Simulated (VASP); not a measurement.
Calculation: PBEsol GGA, VASP's PBE PAW potentials (set 64) (plane waves; VASP 6.6.1).

Input for VASP

KPOINTS:
```
Automatic mesh
0
Gamma
9 9 9
0 0 0
```

**POSCAR**
```
Cs
1.0
 -3.0607744445   3.0607744445   3.0607744445
  3.0607744445  -3.0607744445   3.0607744445
  3.0607744445   3.0607744445  -3.0607744445
Cs
1
direct
  0.0000000000   0.0000000000   0.0000000000
```

**INCAR**
```
# general
SYSTEM  = Cs
PREC    = Accurate
ENCUT   = 520
LREAL   = .FALSE.
LASPH   = .TRUE.

# electronic loop
EDIFF   = 1E-7
NELM    = 100
ALGO    = Normal
LMAXMIX = 4

# smearing
ISMEAR  = 1
SIGMA   = 0.1

# functional
GGA     = PS

# ions
ISIF    = 2

# output
LWAVE   = .FALSE.
LCHARG  = .FALSE.
```

POTCAR, in this order: Cs_sv (PBE.64 set). Program: vasp_std.

What VASP printed:

File OSZICAR:
```
       N       E                     dE             d eps       ncg     rms          rms(c)
DAV:   1     0.561113785364E+02    0.56111E+02   -0.30133E+03   560   0.789E+02
DAV:   2     0.393109484551E+01   -0.52180E+02   -0.51811E+02   776   0.119E+02
DAV:   3    -0.881371587609E+00   -0.48125E+01   -0.48121E+01   568   0.464E+01
DAV:   4    -0.941479053463E+00   -0.60107E-01   -0.60108E-01  1056   0.641E+00
DAV:   5    -0.941496119754E+00   -0.17066E-04   -0.17066E-04   688   0.770E-02    0.130E-01
DAV:   6    -0.941546677198E+00   -0.50557E-04   -0.10973E-03  1032   0.196E-01    0.922E-02
DAV:   7    -0.941980003157E+00   -0.43333E-03   -0.33001E-03   736   0.362E-01    0.310E-02
DAV:   8    -0.942027587373E+00   -0.47584E-04   -0.94471E-05   808   0.778E-02    0.530E-03
DAV:   9    -0.942028837351E+00   -0.12500E-05   -0.37065E-06   936   0.120E-02    0.293E-03
DAV:  10    -0.942028422198E+00    0.41515E-06   -0.73131E-07   848   0.535E-03    0.402E-04
DAV:  11    -0.942028447833E+00   -0.25635E-07   -0.16473E-08   600   0.961E-04
   1 F= -.94202845E+00 E0= -.94167566E+00  d E =-.105836E-02
```

### OUTCAR
```
------------------------ aborting loop because EDIFF is reached ----------------------------------------
  FORCE on cell =-STRESS in cart. coord.  units (eV):
  Direction    XX          YY          ZZ          XY          YZ          ZX
  --------------------------------------------------------------------------------------
  Total       -0.0777696     -0.0777696     -0.0777696      0.0000000      0.0000000     -0.0000000
  in kB       -1.0863419     -1.0863419     -1.0863419      0.0000000      0.0000000     -0.0000000
  external PRESSURE =      -1.0863419 kB  Pullay stress =       0.0000000 kB
  volume of cell :      114.70
      direct lattice vectors                 reciprocal lattice vectors
    -3.060774444  3.060774444  3.060774444     0.000000000  0.163357349  0.163357349
     3.060774444 -3.060774444  3.060774444     0.163357349  0.000000000  0.163357349
     3.060774444  3.060774444 -3.060774444     0.163357349  0.163357349  0.000000000
 POSITION                                       TOTAL-FORCE (eV/Angst)
 -----------------------------------------------------------------------------------
      0.00000      0.00000      0.00000         0.000000      0.000000      0.000000
 -----------------------------------------------------------------------------------
    total drift:                                0.000000     -0.000000     -0.000000
  FREE ENERGIE OF THE ION-ELECTRON SYSTEM (eV)
  ---------------------------------------------------
  free  energy   TOTEN  =        -0.9420284478 eV

  energy  without entropy=       -0.9409700915  energy(sigma->0) =       -0.94167566
```
(Selected blocks of OUTCAR.)

The compound is Cs in the bcc structure. This cell is one point of a volume scan, at 1.06 of the reference volume.
